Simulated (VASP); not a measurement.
Input for VASP

### KPOINTS
```
Automatic
0
G
10 10 8
```

### POSCAR
```
HfB2
1
    1.5379050000    -2.7108710000     0.0000000000
    1.5379050000     2.7108710000     0.0000000000
    0.0000000000     0.0000000000     3.4287890000
Hf B
1 2
Direct
  0.0000000000   0.0000000000   0.0000000000
  0.3333330000   0.6666670000   0.5000000000
  0.6979980000   0.3646640000   0.5000000000
```

**INCAR**
```
LASPH = .TRUE.   ! aspherical one-centre terms
NELM = 100
LMAXMIX = 6   ! l cut-off of mixed one-centre charges
ALGO = Normal   ! blocked Davidson
ISIF = 2
LCHARG = .FALSE.
LWAVE = .FALSE.
SYSTEM = HfB2
PREC = Accurate
ISMEAR = 1
ENCUT = 520
EDIFF = 1E-6   ! SCF stop (eV)
SIGMA = 0.1   ! width (eV)
GGA = PE   ! PBE
LREAL = Auto
```

POTCAR, in this order: Hf_pv B (PBE.64 set). Program: vasp_std.

Question: Translate this PBE calculation to Ansatz.

Answer: One equivalent input (not run):
Ansatz 0.2 input:
```yaml
crystal:
  lattice:
    - [1.5379050, -2.7108710, 0.0000000]
    - [1.5379050, 2.7108710, 0.0000000]
    - [0.0000000, 0.0000000, 3.4287890]
  atoms:
    - { symbol: Hf, position: [0.0000000, 0.0000000, 0.0000000] }
    - { symbol: B, position: [0.3333330, 0.6666670, 0.5000000] }
    - { symbol: B, position: [0.6979980, 0.3646640, 0.5000000] }
kpoints:
  mp_grid: { grid: [10, 10, 8] }
hamiltonian:
  xc: pbe
  pseudopotentials: { kind: paw }
scf:
  occupations: { method: methfessel_paxton, width: 0.1 }
  max_iter: 100
output: { forces: true, stress: true, eigenvalues: true }
```
The two are equivalent in intent, not identical: each code has its own PAW files, so the cut-off isn't converted (ENCUT is set for VASP's; basis.ecutwfc is left out, and Ansatz then takes the one that its files recommend); Ansatz stops its SCF on the density residual and VASP on the energy change (EDIFF).

The compound is HfB2 in the AlB2 type structure. The cell was not relaxed at this level, atoms are displaced from their ideal sites. The run is one of a series of settings (LREAL = Auto against the base run), some of them coarse on purpose.
